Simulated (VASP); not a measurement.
A run of VASP 6.6.1:

File INCAR:

```
SYSTEM = W2C3
PREC = Normal
ENCUT = 520
EDIFF = 1E-4
ISMEAR = 0
SIGMA = 0.15
LREAL = Auto
LASPH = .TRUE.
NELM = 60
ALGO = Fast
ISIF = 3
LWAVE = .FALSE.
LCHARG = .FALSE.
GGA = PE
IBRION = 2
NSW = 24
EDIFFG = -0.08
```

Contents of KPOINTS:

```
Automatic mesh
0
G
  4 4 4
  0 0 0
```

Contents of POSCAR:

```
W2C3
1.0
    2.7216806600      1.5713630600      4.8751990300
   -2.7216806600      1.5713630600      4.8751990300
    0.0000000000     -3.1427261200      4.8751990300
W C
4 6
Direct
    0.6480000000      0.6480000000      0.6480000000
    0.8520000000      0.8520000000      0.8520000000
    0.3520000000      0.3520000000      0.3520000000
    0.1480000000      0.1480000000      0.1480000000
    0.5560000000      0.9440000000      0.2500000000
    0.2500000000      0.5560000000      0.9440000000
    0.9440000000      0.2500000000      0.5560000000
    0.0560000000      0.7500000000      0.4440000000
    0.7500000000      0.4440000000      0.0560000000
    0.4440000000      0.0560000000      0.7500000000
```

Potentials or basis: VASP PAW PBE potentials, release 64 (W_sv, C).

Command:

```bash
$ cat potpaw_PBE.64/W_sv/POTCAR potpaw_PBE.64/C/POTCAR > POTCAR
$ mpirun -np 1 vasp_std > vasp.out
```

Hardware: 1 thread of Intel(R) Xeon(R) Platinum 8488C (Sapphire Rapids), on a shared host.

Q: How long does it take, and how much memory?

A: It took 4.7 min on 1 thread of Intel(R) Xeon(R) Platinum 8488C (Sapphire Rapids), with other jobs on the host, peak memory 0.21 GiB. Counts: scf iterations 79, k points 13, ion steps 10.
